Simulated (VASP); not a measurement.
```xyz
1
Lattice="0.0000 2.0879 2.0879 2.0879 0.0000 2.0879 2.0879 2.0879 0.0000" Properties=species:S:1:pos:R:3 pbc="T T T"
Ta     0.0000     0.0000     0.0000
```

All values below come from PBEsol GGA, VASP's PBE PAW potentials (set 64) (plane waves; VASP 6.6.1). Run with 400 eV cut-off, 17×17×17 Γ-centred mesh, tetrahedra with Blöchl corrections, potentials Ta_pv.

Unless said otherwise, spin-orbit coupling is left out, though it shifts the bands of the heavy elements here.

Problem. Predict the energy per atom (σ→0), band gap (on the k-mesh) with the smallest direct gap where there is one.

Solution. 
* **band gap (on the k-mesh)**: none (metal, semimetal or under 0.01 eV)
* **energy per atom (σ→0)**: -12.287 eV/atom

Total energies compare only between runs with the same potentials, cut-off and functional.

The structure was generated: Ta was put into the fcc type (Fm-3m), which need not be its known phase. It was relaxed first.
